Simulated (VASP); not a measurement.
```xyz
1
Lattice="2.8767 0.0000 0.0000 0.0000 2.8767 0.0000 0.0000 0.0000 2.8767" Properties=species:S:1:pos:R:3 pbc="T T T"
Li     0.0000     0.0000     0.0000
```

Method: PBEsol GGA, VASP's PBE PAW potentials (set 64) (plane waves; VASP). Numerical set-up: 520 eV cut-off, 11×11×11 Γ-centred mesh, first-order Methfessel-Paxton smearing of 0.10 eV, potentials Li_sv.

Energy and stress use the plane-wave basis of the starting cell.

**Question.** The ions, cell shape and volume are relaxed. What does this cell relax into?

**Answer.** 
```xyz
1
Lattice="2.7249 0.0000 0.0000 0.0000 2.7249 0.0000 0.0000 0.0000 2.7249" Properties=species:S:1:pos:R:3 pbc="T T T"
Li     0.0000     0.0000     0.0000
```
Space group Pm-3m (221), at a tolerance of 0.03 Å.

**Question.** How do energy and volume change from the first to the last step?

**Answer.** The energy (σ→0) changes by -19.9 meV/atom and the volume by -15.0 %, in 5 ionic steps.

The structure was generated: Li was put into the simple-cubic type (Pm-3m), which need not be its known phase. This run relaxes it. Symmetry was kept, so distortions that lower it aren't found.
